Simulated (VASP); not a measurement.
# What goes wrong when Iridium is relaxed with a bad input

Some relaxations of Iridium get a fault in the input on purpose. Which of them show, and how? The starting structure is a measured crystal structure from the Crystallography Open Database. The first relaxation on each setting starts from this cell expanded by 3 % in volume.

Method: Kohn-Sham DFT with plane waves and PAW; PBEsol, in VASP 6.6.1.

## (1) Starting point

The structure is cubic, space group Fm-3m (No. 225). The conventional cell has a = 3.839 Å, b = 3.839 Å, c = 3.839 Å, α = 90.00°, β = 90.00°, γ = 90.00°. Nearest to Ir lie 12 Ir at 2.71 Å.

Coordinates:

```cif
data_structure
_symmetry_space_group_name_H-M 'Fm-3m'
_symmetry_Int_Tables_number 225
_cell_length_a 3.8394
_cell_length_b 3.8394
_cell_length_c 3.8394
_cell_angle_alpha 90.000
_cell_angle_beta 90.000
_cell_angle_gamma 90.000
_cell_volume 56.60
loop_
_atom_site_label
_atom_site_type_symbol
_atom_site_symmetry_multiplicity
_atom_site_Wyckoff_symbol
_atom_site_fract_x
_atom_site_fract_y
_atom_site_fract_z
_atom_site_occupancy
Ir1 Ir 4 a 0.00000 0.00000 0.00000 1
```

## (2) Reference relaxation

This run starts from the cell of an earlier relaxation, which isn't shown; the restart sets up the plane waves anew.

Contents of INCAR:

```
SYSTEM = Ir
PREC = Accurate
ENCUT = 450
EDIFF = 1E-06
NELM = 100
ISMEAR = 1
SIGMA = 0.15
LREAL = .FALSE.
ALGO = Normal
GGA = PS
NBANDS = 10
LASPH = .TRUE.
LORBIT = 11
LWAVE = .FALSE.
LCHARG = .FALSE.
KPAR = 8
IBRION = 2
NSW = 50
ISIF = 3
EDIFFG = -0.006
```

Contents of POSCAR:

```
Ir
1.0
    0.0000000000      1.9164307044      1.9164307044
    1.9164307044      0.0000000000      1.9164307044
    1.9164307044      1.9164307044      0.0000000000
Ir
1
Direct
    0.0000000000      0.0000000000      0.0000000000
```

Contents of KPOINTS:

```
Automatic mesh
0
Gamma
20 20 20
0 0 0
```

PAW data sets: Ir (PBE family, release 64).

The run is started by

```sh
> mpirun -np 8 vasp_std
```

What it wrote:

```text
[banner, memory and clock lines left out]
running    8 mpi-ranks, on    1 nodes
 distrk:  each k-point on    1 cores,    8 groups
 distr:  one band on    1 cores,    1 groups

 POSCAR found type information on POSCAR Ir
 POSCAR found :  1 types and       1 ions
|                                                                             |
|           W    W    AA    RRRRR   N    N  II  N    N   GGGG   !!!           |
|           W    W   A  A   R    R  NN   N  II  NN   N  G    G  !!!           |
|           W    W  A    A  R    R  N N  N  II  N N  N  G       !!!           |
|           W WW W  AAAAAA  RRRRR   N  N N  II  N  N N  G  GGG   !            |
|           WW  WW  A    A  R   R   N   NN  II  N   NN  G    G                |
|           W    W  A    A  R    R  N    N  II  N    N   GGGG   !!!           |
|                                                                             |
|     For optimal performance we recommend to set                             |
|       NCORE = 2 up to number-of-cores-per-socket                            |
|     NCORE specifies how many cores store one orbital (NPAR=cpu/NCORE).      |
|     This setting can greatly improve the performance of VASP for DFT.       |
|     The default, NCORE=1 might be grossly inefficient on modern             |
|     multi-core architectures or massively parallel machines. Do your        |
|     Unfortunately you need to use the default for GW and RPA                |
|     calculations (for HF NCORE is supported but not extensively tested      |
|     yet).                                                                   |
|                                                                             |

|                                                                             |
|               ----> ADVICE to this user running VASP <----                  |
|                                                                             |
|     You enforced a specific xc type in the INCAR file but a different       |
|     [... a line on the potential file left out ...]
|     I HOPE YOU KNOW WHAT YOU ARE DOING!                                     |
|                                                                             |

 LDA part: xc-table for (Slater+PW92), standard interpolation
 POSCAR, INCAR and KPOINTS ok, starting setup
 FFT: planning ... GRIDC
 FFT: planning ... GRID_SOFT
 FFT: planning ... GRID
 WAVECAR not read
 entering main loop
       N       E                     dE             d eps       ncg     rms          rms(c)
DAV:   1     0.423692640525E+02    0.42369E+02   -0.39783E+03  5202   0.723E+02
DAV:   2    -0.965956973350E+01   -0.52029E+02   -0.49240E+02  5270   0.186E+02
DAV:   3    -0.104513424292E+02   -0.79177E+00   -0.79014E+00  5942   0.275E+01
DAV:   4    -0.104583601700E+02   -0.70177E-02   -0.70164E-02  5760   0.247E+00
DAV:   5    -0.104585006359E+02   -0.14047E-03   -0.14046E-03  5930   0.330E-01    0.159E+01
DAV:   6    -0.992761091598E+01    0.53089E+00   -0.93737E-01  5736   0.117E+01    0.628E+00
DAV:   7    -0.983142617031E+01    0.96185E-01   -0.28194E-01  6096   0.584E+00    0.146E+00
DAV:   8    -0.982884497921E+01    0.25812E-02   -0.20525E-03  5488   0.451E-01    0.115E+00
DAV:   9    -0.982423093006E+01    0.46140E-02   -0.23067E-03  5626   0.684E-01    0.311E-02
DAV:  10    -0.982422275209E+01    0.81780E-05   -0.13795E-05  7364   0.381E-02    0.166E-02
DAV:  11    -0.982422450418E+01   -0.17521E-05   -0.10893E-06  4758   0.647E-03    0.142E-03
DAV:  12    -0.982422451864E+01   -0.14464E-07   -0.25697E-08  2740   0.171E-03
   1 F= -.98242245E+01 E0= -.98247725E+01  d E =-.982422E+01
 curvature:   0.00 expect dE= 0.000E+00 dE for cont linesearch  0.000E+00
 trial: gam= 0.00000 g(F)=  0.454E-63 g(S)=  0.230E-06 ort = 0.000E+00 (trialstep = 0.100E+01)
 search vector abs. value=  0.230E-06
 reached required accuracy - stopping structural energy minimisation
```

It took 3.4 s on 8 MPI ranks of Intel Xeon 6975P-C (Granite Rapids), shared host; peak memory 1.2 GiB; 19 s of CPU time.

Lines that name or quote the potential files are left out of all logs, and their timing lines are given in words.

From OUTCAR (step 2):

```text
ion  position               nearest neighbor table
   1  0.000  0.000  0.000-

  LATTYP: Found a face centered cubic cell.
 ALAT       =     3.8328614088

 Subroutine GETGRP returns: Found 48 space group operations
 (whereof 48 operations were pure point group operations)

The static configuration has the point symmetry O_h .

 Found    256 irreducible k-points:

   k-points           NKPTS =    256   k-points in BZ     NKDIM =    256   number of bands    NBANDS=     10

   dimension x,y,z NGX =    20 NGY =   20 NGZ =   20
   dimension x,y,z NGXF=    40 NGYF=   40 NGZF=   40

   ENCUT  =  450.0 eV  33.07 Ry    5.75 a.u.   4.69  4.69  4.69*2*pi/ulx,y,z

   NELECT =       9.0000    total number of electrons

 k-points in reciprocal lattice and weights: Automatic mesh
   0.00000000  0.00000000  0.00000000       0.000
   0.05000000  0.00000000  0.00000000       0.001
   0.10000000  0.00000000  0.00000000       0.001
   0.15000000  0.00000000  0.00000000       0.001
   0.20000000  0.00000000  0.00000000       0.001
   0.25000000  0.00000000  0.00000000       0.001
   0.30000000  0.00000000  0.00000000       0.001
   0.35000000  0.00000000  0.00000000       0.001
   0.40000000  0.00000000  0.00000000       0.001
[...]
-0.30000000  0.50000000  0.20000000       0.002
  -0.25000000  0.50000000  0.25000000       0.001

 average (electrostatic) potential at core
       1 -48.5317

 E-fermi :  10.2787

 k-point     1 :       0.0000    0.0000    0.0000
  band No.  band energies     occupation
    ...
      2       6.3967      2.00000
      3       6.3967      2.00000
      4       6.3967      2.00000
      5       9.1330      2.00000
      6       9.1330      2.00000
      7      24.6429      0.00000
      8      30.2455      0.00000
      9      30.2455      0.00000
     10      30.2455      0.00000

 k-point     2 :       0.0500    0.0000    0.0000
  band No.  band energies     occupation
    ...
      2       6.3355      2.00000
      3       6.4460      2.00000
      4       6.4460      2.00000
      5       9.1003      2.00000
      6       9.1003      2.00000
      7      24.8389      0.00000
      8      29.6184      0.00000
      9      30.4309      0.00000
     10      30.4309      0.00000

 k-point     3 :       0.1000    0.0000    0.0000
  band No.  band energies     occupation
    ...
      2       6.1735      2.00000
      3       6.5795      2.00000
      4       6.5795      2.00000
      5       9.0235      2.00000
      6       9.0235      2.00000
      7      25.3874      0.00000
      8      28.3365      0.00000
      9      30.9729      0.00000
     10      30.9729      0.00000

  Total        0.0012616      0.0012616      0.0012616      0.0000000      0.0000000      0.0000000
  in kB        0.1435869      0.1435869      0.1435869      0.0000000      0.0000000      0.0000000
  external PRESSURE =       0.1435869 kB  Pullay stress =       0.0000000 kB

  energy-cutoff  :      450.00
  volume of cell :       14.08
      direct lattice vectors                 reciprocal lattice vectors
     0.000000000  1.916430704  1.916430704    -0.260901685  0.260901685  0.260901685
     1.916430704  0.000000000  1.916430704     0.260901685 -0.260901685  0.260901685
     1.916430704  1.916430704  0.000000000     0.260901685  0.260901685 -0.260901685

 POSITION                                       TOTAL-FORCE (eV/Angst)
 -----------------------------------------------------------------------------------
      0.00000      0.00000      0.00000         0.000000      0.000000      0.000000
 -----------------------------------------------------------------------------------
    total drift:                                0.000000      0.000000      0.000000

  FREE ENERGIE OF THE ION-ELECTRON SYSTEM (eV)
  ---------------------------------------------------
  free  energy   TOTEN  =        -9.8242245186 eV

  energy  without entropy=       -9.8258683863  energy(sigma->0) =       -9.82477247

 reached required accuracy - stopping structural energy minimisation

 total charge
# of ion       s       p       d       tot
------------------------------------------
    1        0.675   0.749   6.977   8.401

[... 3 further parts left out ...]
```

CONTCAR:

```
Ir
   1.00000000000000
     0.0000000000000000    1.9164307044000000    1.9164307044000000
     1.9164307044000000    0.0000000000000000    1.9164307044000000
     1.9164307044000000    1.9164307044000000    0.0000000000000000
  Ir
     1
Direct
     0.0000000000000000    0.0000000000000000    0.0000000000000000
```

This run has no spin polarisation. Its electron count is odd, so without a moment it is a metal by construction. The PAW data sets were made with PBE, which is usual practice but a small mismatch for other functionals. The run keeps the 48 symmetry operations of its start, so it cannot find a distortion of lower symmetry.

The reference relaxation ends at 14.077 Å³ an atom. Pressures at 0.985 and 1.015 times this volume, from two more relaxations that aren't shown, give a bulk modulus of 391.3 GPa.

## (3) Relaxation with an ionic step far too long

A slip made on purpose: an ionic step far too long. Against step 2 the input has IBRION = 1 and POTIM = 2 (also changed: NELM and NSW).

Changes to INCAR since step 2:

```diff
@@ -4,3 +4,3 @@
 EDIFF = 1E-06
-NELM = 100
+NELM = 60
 ISMEAR = 1
@@ -16,5 +16,6 @@
 KPAR = 8
-IBRION = 2
-NSW = 50
+IBRION = 1
+NSW = 30
 ISIF = 3
 EDIFFG = -0.006
+POTIM = 2
```

Contents of POSCAR:

```
Ir
1.0
    0.0000000000      1.9387081669      1.9387081669
    1.9387081669      0.0000000000      1.9387081669
    1.9387081669      1.9387081669      0.0000000000
Ir
1
Direct
    0.0000000000      0.0000000000      0.0000000000
```

KPOINTS is that of step 2.

The run is started by

```sh
> mpirun -np 8 vasp_std
```

What it wrote:

```text
[banner, memory and clock lines left out]
running    8 mpi-ranks, on    1 nodes
[...]
[... a notice as in an earlier step ...]

 [... a notice as in an earlier step ...]

 LDA part: xc-table for (Slater+PW92), standard interpolation
 POSCAR, INCAR and KPOINTS ok, starting setup
[...]
entering main loop
       N       E                     dE             d eps       ncg     rms          rms(c)
DAV:   1     0.402052488616E+02    0.40205E+02   -0.40092E+03  5344   0.722E+02
DAV:   2    -0.967098807454E+01   -0.49876E+02   -0.46544E+02  5286   0.180E+02
DAV:   3    -0.104517093078E+02   -0.78072E+00   -0.77759E+00  6004   0.273E+01
DAV:   4    -0.104585076618E+02   -0.67984E-02   -0.67975E-02  5770   0.239E+00
[...]
DAV:  10    -0.980459014047E+01    0.47009E-05   -0.12385E-05  7244   0.356E-02    0.167E-02
DAV:  11    -0.980459186121E+01   -0.17207E-05   -0.94585E-07  4628   0.606E-03    0.119E-03
DAV:  12    -0.980459188412E+01   -0.22917E-07   -0.23324E-08  2738   0.165E-03
   1 F= -.98045919E+01 E0= -.98051950E+01  d E =-.980459E+01
[... from here on, the cycles between the ionic steps are left out ...]
   2 F= 0.67801022E+01 E0= 0.67802317E+01  d E =0.165847E+02
   3 F= -.98179517E+01 E0= -.98185303E+01  d E =-.165981E+02
   4 F= -.98223971E+01 E0= -.98229622E+01  d E =-.444539E-02
   5 F= -.98245068E+01 E0= -.98250542E+01  d E =-.210966E-02
   6 F= -.98245093E+01 E0= -.98250573E+01  d E =-.258509E-05
 BRION: g(F)=  0.350E-62 g(S)=  0.213E-05 retain N=  1 mean eig= 0.06
 eig:   0.062
 reached required accuracy - stopping structural energy minimisation
```

It took 12 s on 8 MPI ranks; peak memory 1.4 GiB.

From OUTCAR (step 3):

```text
  Total        0.0019199      0.0019199      0.0019199      0.0000000      0.0000000      0.0000000
  in kB        0.2185271      0.2185271      0.2185271      0.0000000      0.0000000      0.0000000
  external PRESSURE =       0.2185271 kB  Pullay stress =       0.0000000 kB

 POSITION                                       TOTAL-FORCE (eV/Angst)
 -----------------------------------------------------------------------------------
      0.00000     -0.00000      0.00000         0.000000     -0.000000     -0.000000
 -----------------------------------------------------------------------------------
    total drift:                                0.000000     -0.000000     -0.000000

  FREE ENERGIE OF THE ION-ELECTRON SYSTEM (eV)
  ---------------------------------------------------
  free  energy   TOTEN  =        -9.8245093377 eV

  energy  without entropy=       -9.8261531560  energy(sigma->0) =       -9.82505728

[... 2 parts as in an earlier step ...]

[... 2 further parts left out ...]
[key lines of the parts left out:]
E-fermi :  10.2796
```

With an ionic step far too long the cell ends at 14.076 Å³ an atom, -0.01 % from the reference.

## (4) Relaxation with a loose electronic threshold

A slip made on purpose: a loose electronic threshold. Against step 2 the input has EDIFF = 0.01 (also changed: NELM and NSW).

Changes to INCAR since step 3:

```diff
@@ -3,3 +3,3 @@
 ENCUT = 450
-EDIFF = 1E-06
+EDIFF = 0.01
 NELM = 60
@@ -16,3 +16,3 @@
 KPAR = 8
-IBRION = 1
+IBRION = 2
 NSW = 30
@@ -20,2 +20 @@
 EDIFFG = -0.006
-POTIM = 2
```

POSCAR is that of step 3.

KPOINTS is that of step 3.

The run is started by

```sh
> mpirun -np 8 vasp_std
```

What it wrote:

```text
[... set-up lines as in an earlier step ...]
 entering main loop
       N       E                     dE             d eps       ncg     rms          rms(c)
[... 4 cycles as in an earlier step ...]
DAV:   5    -0.104586444508E+02   -0.13679E-03   -0.13679E-03  5832   0.322E-01    0.145E+01
DAV:   6    -0.990205053798E+01    0.55659E+00   -0.10527E+00  5720   0.122E+01    0.552E+00
DAV:   7    -0.981153074926E+01    0.90520E-01   -0.28051E-01  6068   0.574E+00    0.147E+00
DAV:   8    -0.980898123223E+01    0.25495E-02   -0.20212E-03  5270   0.442E-01
   1 F= -.98089812E+01 E0= -.98095838E+01  d E =-.980898E+01
[... from here on, the cycles between the ionic steps are left out ...]
   2 F= -.98092964E+01 E0= -.98098000E+01  d E =-.315214E-03
   3 F= -.98202336E+01 E0= -.98208096E+01  d E =-.112523E-01
   4 F= -.98245163E+01 E0= -.98250634E+01  d E =-.155351E-01
   5 F= -.98245010E+01 E0= -.98250506E+01  d E =-.155197E-01
   6 F= -.98245009E+01 E0= -.98250499E+01  d E =0.726191E-07
   7 F= -.98245047E+01 E0= -.98250533E+01  d E =-.369572E-05
   8 F= -.98245047E+01 E0= -.98250534E+01  d E =0.896000E-08
   9 F= -.98245048E+01 E0= -.98250535E+01  d E =-.123753E-06
  10 F= -.98245050E+01 E0= -.98250537E+01  d E =-.324739E-06
  11 F= -.98245054E+01 E0= -.98250540E+01  d E =-.705686E-06
  12 F= -.98245061E+01 E0= -.98250547E+01  d E =-.142015E-05
  13 F= -.98245073E+01 E0= -.98250557E+01  d E =-.263919E-05
  14 F= -.98245089E+01 E0= -.98250569E+01  d E =-.425692E-05
  15 F= -.98245089E+01 E0= -.98250562E+01  d E =-.421028E-05
[...]
reached required accuracy - stopping structural energy minimisation
```

It took 14 s on 8 MPI ranks; peak memory 1.3 GiB; 86 s of CPU time.

From OUTCAR (step 4):

```text
  Total        0.0000951      0.0000951      0.0000951      0.0000000      0.0000000      0.0000000
  in kB        0.0108290      0.0108290      0.0108290      0.0000000      0.0000000      0.0000000
  external PRESSURE =       0.0108290 kB  Pullay stress =       0.0000000 kB

 POSITION                                       TOTAL-FORCE (eV/Angst)
 -----------------------------------------------------------------------------------
      1.91627      0.00000      1.91627         0.000000     -0.000000     -0.000000
 -----------------------------------------------------------------------------------
    total drift:                                0.000000      0.000000     -0.000000

  FREE ENERGIE OF THE ION-ELECTRON SYSTEM (eV)
  ---------------------------------------------------
  free  energy   TOTEN  =        -9.8245088854 eV

  energy  without entropy=       -9.8261507356  energy(sigma->0) =       -9.82505617

[... 2 parts as in an earlier step ...]

[... 2 further parts left out ...]
[key lines of the parts left out:]
E-fermi :  10.2841
```

Logs of long relaxations may skip ionic steps without a mark.

With a loose electronic threshold the cell ends at 14.074 Å³ an atom, -0.02 % from the reference.

(Continued in part 2 of 2.)

[Lines on the potential files, build, host, timing and source positions are cut from VASP's logs without a mark.]

[Logs are printed without paths, hosts, clocks, repeated set-up lines and the standing remarks that a program may print on its own settings, such as how far it seeks lower states.]

[Hosts, paths, dates, database ids (printed as entryN), source tags and the programs' standing remarks are cut or masked in the printed files.]
